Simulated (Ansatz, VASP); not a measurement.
# One calculation of W8SeS15 (a cell with a defect) (Tungstenite), two programs

```
W Se S
1.0
     6.36000    0.00000    0.00000
    -3.18000    5.50792    0.00000
     0.00000    0.00000   12.50000
W Se S
8 1 15
Direct
  0.16667 0.33333 0.24927
  0.16653 0.83326 0.24908
  0.66674 0.33347 0.24908
  0.66674 0.83326 0.24908
  0.33452 0.16548 0.75205
  0.33452 0.66905 0.75205
  0.83095 0.16548 0.75205
  0.83333 0.66667 0.75202
  0.16667 0.33333 0.61332
  0.16659 0.83330 0.62662
  0.66670 0.33341 0.62662
  0.66670 0.83330 0.62662
  0.33324 0.16676 0.12366
  0.33324 0.66649 0.12366
  0.83351 0.16676 0.12366
  0.83333 0.66667 0.12359
  0.16667 0.33333 0.87564
  0.16622 0.83311 0.87784
  0.66689 0.33378 0.87784
  0.66689 0.83311 0.87784
  0.33360 0.16640 0.37455
  0.33360 0.66720 0.37455
  0.83280 0.16640 0.37455
  0.83333 0.66667 0.37473
```

Alike in both runs: functional PBE; k mesh 4 × 4 × 2; occupations fermi-dirac, width 0.01 eV; no spin polarisation.

Ansatz relaxed the structure, and its values are those at the end. VASP's run is a single point on that final structure, the one shown.

```csv
,VASP,Ansatz
version,VASP 6.6.1,Ansatz 0.2.0
potentials or method,"VASP PAW PBE potentials, release 64 (W_sv, Se, S)","plane-wave PAW, scalar-relativistic"
plane-wave cutoff (eV),520,420
valence electrons in the cell,208,218
```

|  | VASP | Ansatz | Ansatz less VASP |
| --- | --- | --- | --- |
| gap on the k mesh at the Fermi level (eV) | 1.16 | 1.14 | -0.015 |
| pressure (GPa) | 2.2 | 2.2 | +0.01 |
| rms of the force components (eV/Å) | 0.008 | 0.002 | -0.0062 |

The two sets of potentials don't hold the same shells in valence. Ansatz warned: «gradients_without_spin_orbit».

Caveats: spin-orbit coupling is left out, which moves the levels of the heavy elements.
